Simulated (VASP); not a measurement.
Here is a VASP 6.6.1 calculation.

File INCAR:

```
PREC = Accurate
ENCUT = 520
EDIFF = 1E-7
ISMEAR = 1
SIGMA = 0.05
LREAL = F
LASPH = T
NELM = 100
ALGO = Fast
ISIF = 2
LWAVE = F
LCHARG = F
GGA = CA
NBANDS = 13
```

File KPOINTS:

```
regular mesh
0
Gamma
  10 6 4
```

POSCAR

```
LiBe
1.0
    2.2959860000      0.0000000000      0.0000000000
    0.0000000000      3.6127730000      0.0000000000
   -0.4017430000      0.0000000000      5.5135260000
Li Be
2 2
Direct
    0.7368480000      0.2500000000      0.1548580000
    0.2631520000      0.7500000000      0.8451420000
    0.7564180000      0.2500000000      0.5761720000
    0.2435820000      0.7500000000      0.4238280000
```

Potentials or basis: VASP PAW LDA potentials, release 64 (Li_sv, Be).

Run with:

```console
$ cat potpaw_LDA.64/Li_sv/POTCAR potpaw_LDA.64/Be/POTCAR > POTCAR
$ mpirun -np 1 vasp_std > vasp.out
```

(1) What does it give for the band gap on the k mesh?

(2) Estimate the largest force.

## Answers

(1) none (metal or under the smearing width).

(2) 0.096 eV/Å.
